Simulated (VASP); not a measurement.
Input:

```
CELL_PARAMETERS angstrom
      0.00000     3.92887     3.92887
      3.92887     0.00000     3.92887
      3.92887     3.92887     0.00000
ATOMIC_POSITIONS crystal
  Ba 0.00000 0.00000 0.00000
  Te 0.25000 0.25000 0.25000
```

Computed with PBE GGA, VASP's PBE PAW potentials (set 64) (plane waves; VASP). Numerical set-up: 400 eV cut-off, 7×7×7 Γ-centred mesh, tetrahedra with Blöchl corrections, potentials Ba_sv Te.

Task: What does the run give for the energy per atom (σ→0)?

Result: 
```
Quantity                       Result
---------------------  --------------
energy per atom (σ→0)  -4.046 eV/atom
```

Only differences to runs with the same potentials and settings are physical.

The structure was generated: BaTe was put into the zinc blende type (F-43m), which need not be its known phase. It was relaxed first, which changed the volume by -10 %.
